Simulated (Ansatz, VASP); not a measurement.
WO in VASP and in Ansatz

File INCAR:

```
SYSTEM = WO
PREC = Accurate
ENCUT = 520
EDIFF = 1E-6
ISMEAR = 0
SIGMA = 0.02
LREAL = .False.
LASPH = .True.
NELM = 150
ALGO = Normal
ISIF = 2
LWAVE = .False.
LCHARG = .False.
ISPIN = 2
MAGMOM = 2.5 0
LORBIT = 11
LMAXMIX = 4
LDAU = .True.
LDAUTYPE = 2
LDAUL = 2 -1
LDAUU = 6.2 0
LDAUJ = 0 0
LDAUPRINT = 1
GGA = PE
NBANDS = 21
```

The input KPOINTS:

```
regular mesh
0
Gamma
  10 10 10
  0 0 0
```

POSCAR

```
WO
1.0
    0.0000000000      2.4128820392      2.4128820392
    2.4128820392      0.0000000000      2.4128820392
    2.4128820392      2.4128820392      0.0000000000
W O
1 1
Direct
    0.0000000000      0.0000000000      0.0000000000
    0.2500000000      0.2500000000      0.2500000000
```

Input for Ansatz:

```yaml
crystal:
  lattice:
    - [0.0, 2.4128820392, 2.4128820392]
    - [2.4128820392, 0.0, 2.4128820392]
    - [2.4128820392, 2.4128820392, 0.0]
  atoms:
    - { symbol: W, position: [0.0, 0.0, 0.0], spin: 2.5 }
    - { symbol: O, position: [0.25, 0.25, 0.25] }
basis:
  ecutwfc: 420
kpoints:
  mp_grid: { grid: [10, 10, 10] }
hamiltonian:
  xc: pbe
  hubbard: { sites: [{ species: W, l: d, u_eff: 6.2 }] }
scf:
  occupations: { method: gaussian, width: 0.02 }
output:
  forces: true
  stress: true
  eigenvalues: true
  populations: true
magnetization:
  spin_polarized: true
```

Alike in both runs: task single point; functional PBE; k mesh 10 × 10 × 10; occupations gaussian, width 0.02 eV; collinear spin; Hubbard terms W d U = 6.2 eV.

```csv
,VASP,Ansatz
version,VASP 6.6.1,Ansatz 0.2.0
potentials or method,"VASP PAW PBE potentials, release 64 (W_sv, O)","scalar-relativistic, plane waves, PAW"
plane-wave cutoff (eV),520,420
valence electrons in the cell,20,20
```

|  | VASP | Ansatz | Ansatz less VASP |
| --- | --- | --- | --- |
| gap on the k mesh at the Fermi level (eV) | 0.62 | 1.15 | +0.534 |
| least direct gap on the mesh (eV) | 1.09 | 1.45 | +0.353 |
| pressure (GPa) | 5.8 | 0.0 | -5.80 |
| net moment per atom (μB) | 1.00 | 1.00 | 0.000 |
| size of the moment on the site where the two differ most (μB) | 1.72 | 1.03 | -0.692 |

Site moments also hang on the region over which each program counts them. The programs project onto different local orbitals, so the same U acts differently.

Caveats: spin-orbit coupling is left out, which moves the levels of the heavy elements. A k mesh can miss the band edges. The state reached can hang on the start; a lower one may exist.
